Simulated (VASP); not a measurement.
All values below come from PBE GGA, VASP's PBE PAW potentials (set 64) (plane waves; VASP).

The input files of a VASP run:

File POSCAR:
```
FeAl
1
    2.8395743451     0.0000000000     0.0000000000
    0.0000000000     2.8395743451     0.0000000000
    0.0000000000     0.0000000000     2.8395743451
Al Fe
1 1
Direct
  0.5000000000   0.5000000000   0.5000000000
  0.0000000000   0.0000000000   0.0000000000
```

KPOINTS:
```
Automatic
0
gamma
  13 13 13
0 0 0
```

**INCAR**
```
SYSTEM = FeAl
PREC = Accurate
ENCUT = 520
EDIFF = 1E-7
NELM = 100
ALGO = Normal
LREAL = .FALSE.
LASPH = .TRUE.
ISMEAR = 1
SIGMA = 0.1
GGA = PE
LMAXMIX = 4
LWAVE = .FALSE.
LCHARG = .FALSE.
ISIF = 2
```

POTCAR, in this order: Al Fe (PBE.64 set). Program: vasp_std.

Problem. What will the output report for the number of irreducible k-points (NKPTS), largest plane-wave count, number of space-group operations, FFT grid (NGX, NGY, NGZ)?

Solution. 
| Property | Value |
|---|---|
| number of irreducible k-points (NKPTS) | 84 |
| largest plane-wave count | 630 |
| number of space-group operations | 48 |
| FFT grid (NGX, NGY, NGZ) | 24 × 24 × 24 |

The compound is FeAl in the CsCl type structure. This cell is one point of a volume scan, at 0.97 of the reference volume. The run is not spin-polarised, so no magnetic state was tried. The electron count is odd and the run is not spin-polarised, which forces a metal.
